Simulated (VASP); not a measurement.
Level of theory: LDA (Ceperley-Alder, Perdew-Zunger), VASP's LDA PAW potentials (set 64) (plane waves; VASP).

The input files of a VASP run:

### INCAR
```
SYSTEM = Bi2Te3 monolayer
PREC = Normal; ENCUT = 400; LREAL = .FALSE.
LASPH = .TRUE.
EDIFF = 1E-5; NELM = 100; NELMIN = 4
ALGO = Normal; LMAXMIX = 4
ISMEAR = 0; SIGMA = 0.05
IBRION = 2; NSW = 50; ISIF = 4
EDIFFG = -0.03
LWAVE = .TRUE.; LCHARG = .FALSE.
```

KPOINTS:
```
Automatic
0
gamma
12 12 1
0 0 0
```

File POSCAR:
```
Bi2Te3 monolayer
1.0
  4.3595666992   0.0000000000   0.0000000000
 -2.1797833497   3.7754952462   0.0000000000
  0.0000000000   0.0000000000  23.0396177678
Bi Te
2 3
Cart
 -0.0000021799   2.5169980893   9.5287251164
  0.0000000000   0.0000000000  13.5108926514
  0.0000000000   0.0000000000   7.8363269537
  2.1797855294   1.2584971569  11.5198088839
 -0.0000021799   2.5169980893  15.2032908141
```

POTCAR, in this order: Bi_d Te (LDA.64 set). Program: vasp_std.

The resulting files:

OSZICAR:
```
       N       E                     dE             d eps       ncg     rms          rms(c)
DAV:   1     0.355635459291E+03    0.35564E+03   -0.18707E+04  1368   0.115E+03
DAV:   2     0.130493374615E+02   -0.34259E+03   -0.33667E+03  1308   0.306E+02
DAV:   3    -0.201134871176E+02   -0.33163E+02   -0.32672E+02  1316   0.114E+02
DAV:   4    -0.215729867444E+02   -0.14595E+01   -0.14539E+01  1360   0.247E+01
DAV:   5    -0.216221444008E+02   -0.49158E-01   -0.49112E-01  1512   0.451E+00    0.687E+00
DAV:   6    -0.212998685469E+02    0.32228E+00   -0.69109E-01  1196   0.541E+00    0.511E+00
DAV:   7    -0.212908711646E+02    0.89974E-02   -0.41011E-01  1528   0.284E+00    0.116E+00
DAV:   8    -0.212867880229E+02    0.40831E-02   -0.47160E-02  1232   0.125E+00    0.679E-01
DAV:   9    -0.212847506861E+02    0.20373E-02   -0.15609E-02  1396   0.648E-01    0.420E-01
DAV:  10    -0.212849975599E+02   -0.24687E-03   -0.36019E-03  1340   0.396E-01    0.197E-01
DAV:  11    -0.212848147353E+02    0.18282E-03   -0.11110E-03  1400   0.174E-01    0.715E-02
DAV:  12    -0.212848504699E+02   -0.35735E-04   -0.24689E-04  1280   0.788E-02    0.473E-02
DAV:  13    -0.212848589105E+02   -0.84406E-05   -0.18901E-05   896   0.261E-02
   1 F= -.21284859E+02 E0= -.21284859E+02  d E =-.212849E+02
       N       E                     dE             d eps       ncg     rms          rms(c)
DAV:   1    -0.212979778530E+02   -0.13127E-01   -0.57208E-01  1084   0.443E+00    0.598E-01
DAV:   2    -0.212919156084E+02    0.60622E-02   -0.30856E-02  1244   0.158E+00    0.314E-01
DAV:   3    -0.212896379819E+02    0.22776E-02   -0.45671E-03  1524   0.445E-01    0.190E-01
DAV:   4    -0.212885975424E+02    0.10404E-02   -0.10790E-03  1292   0.328E-01    0.622E-02
DAV:   5    -0.212884927045E+02    0.10484E-03   -0.71811E-04  1408   0.231E-01    0.389E-02
DAV:   6    -0.212885137052E+02   -0.21001E-04   -0.98964E-05  1200   0.108E-01    0.164E-02
DAV:   7    -0.212885402994E+02   -0.26594E-04   -0.14778E-05   780   0.264E-02    0.469E-03
DAV:   8    -0.212885626152E+02   -0.22316E-04   -0.48521E-06   648   0.138E-02    0.527E-03
DAV:   9    -0.212885898847E+02   -0.27270E-04   -0.41908E-06   708   0.996E-03    0.208E-03
DAV:  10    -0.212886111390E+02   -0.21254E-04   -0.53168E-06   692   0.850E-03    0.198E-03
DAV:  11    -0.212886171053E+02   -0.59663E-05   -0.77055E-07   568   0.735E-03
   2 F= -.21288617E+02 E0= -.21288617E+02  d E =-.375819E-02
       N       E                     dE             d eps       ncg     rms          rms(c)
DAV:   1    -0.213191651185E+02   -0.30554E-01   -0.17106E+00  1092   0.767E+00    0.104E+00
DAV:   2    -0.213011644784E+02    0.18001E-01   -0.91842E-02  1224   0.270E+00    0.544E-01
DAV:   3    -0.212945157552E+02    0.66487E-02   -0.13482E-02  1504   0.714E-01    0.331E-01
DAV:   4    -0.212914256897E+02    0.30901E-02   -0.35014E-03  1640   0.488E-01    0.104E-01
DAV:   5    -0.212910857388E+02    0.33995E-03   -0.17185E-03  1388   0.364E-01    0.652E-02
DAV:   6    -0.212911304245E+02   -0.44686E-04   -0.24190E-04  1248   0.145E-01    0.275E-02
DAV:   7    -0.212911822638E+02   -0.51839E-04   -0.41609E-05   960   0.390E-02    0.716E-03
DAV:   8    -0.212912219760E+02   -0.39712E-04   -0.85679E-06   680   0.183E-02    0.840E-03
DAV:   9    -0.212912838512E+02   -0.61875E-04   -0.12239E-05   800   0.153E-02    0.251E-03
DAV:  10    -0.212913211149E+02   -0.37264E-04   -0.69268E-06   724   0.106E-02    0.304E-03
DAV:  11    -0.212913327266E+02   -0.11612E-04   -0.11483E-06   564   0.599E-03    0.949E-04
DAV:  12    -0.212913439231E+02   -0.11197E-04   -0.14814E-06   664   0.456E-03    0.865E-04
DAV:  13    -0.212913470839E+02   -0.31608E-05   -0.34839E-07   556   0.305E-03
   3 F= -.21291347E+02 E0= -.21291347E+02  d E =-.648817E-02
```

OUTCAR:
```
------------------------ aborting loop because EDIFF is reached ----------------------------------------
  FORCE on cell =-STRESS in cart. coord.  units (eV):
  Direction    XX          YY          ZZ          XY          YZ          ZX
  --------------------------------------------------------------------------------------
  Total       -0.4505309     -0.4505308     -0.3889390      0.0000000     -0.0000000     -0.0000000
  in kB       -1.9034551     -1.9034549     -1.6432346      0.0000000     -0.0000000     -0.0000000
  external PRESSURE =      -1.8167149 kB  Pullay stress =       0.0000000 kB
  volume of cell :      379.22
      direct lattice vectors                 reciprocal lattice vectors
     4.328439179  0.000000000  0.000000000     0.231030161  0.133385335  0.000000000
    -2.164219590  3.748538036 -0.000000000    -0.000000000  0.266770669  0.000000000
     0.000000000 -0.000000000 23.372183253    -0.000000000  0.000000000  0.042785904
 POSITION                                       TOTAL-FORCE (eV/Angst)
 -----------------------------------------------------------------------------------
     -0.00000      2.49903      9.65879        -0.000000     -0.000000      0.029575
      0.00000     -0.00000     13.71339         0.000000      0.000000     -0.029575
      0.00000     -0.00000      7.95182         0.000000     -0.000000      0.024075
      2.16422      1.24951     11.68609         0.000000      0.000000     -0.000000
     -0.00000      2.49903     15.42036        -0.000000      0.000000     -0.024075
 -----------------------------------------------------------------------------------
    total drift:                                0.002332     -0.001346      0.000717
  FREE ENERGIE OF THE ION-ELECTRON SYSTEM (eV)
  ---------------------------------------------------
  free  energy   TOTEN  =       -21.2913470839 eV

  energy  without entropy=      -21.2913470839  energy(sigma->0) =      -21.29134708

 reached required accuracy - stopping structural energy minimisation
```
(Selected blocks of OUTCAR.)

### CONTCAR
```
Bi2Te3 monolayer
   1.00000000000000
     4.3284391788152252    0.0000000000023717    0.0000000000000000
    -2.1642195895048446    3.7485380355565412   -0.0000000000000000
     0.0000000000000000   -0.0000000000000001   23.3721832530481670
  Bi              Te
     2     3
Direct
     0.3333330000000032    0.6666669999999968    0.4132600751893044
     0.0000000000000000    0.0000000000000000    0.5867399248106956
     0.0000000000000000    0.0000000000000000    0.3402258799204219
     0.6666669999999968    0.3333330000000032    0.5000000000000000
     0.3333330000000032    0.6666669999999968    0.6597741200795781
```

The cell is a sheet with vacuum, built from Bi2Te3 (tetradymite).
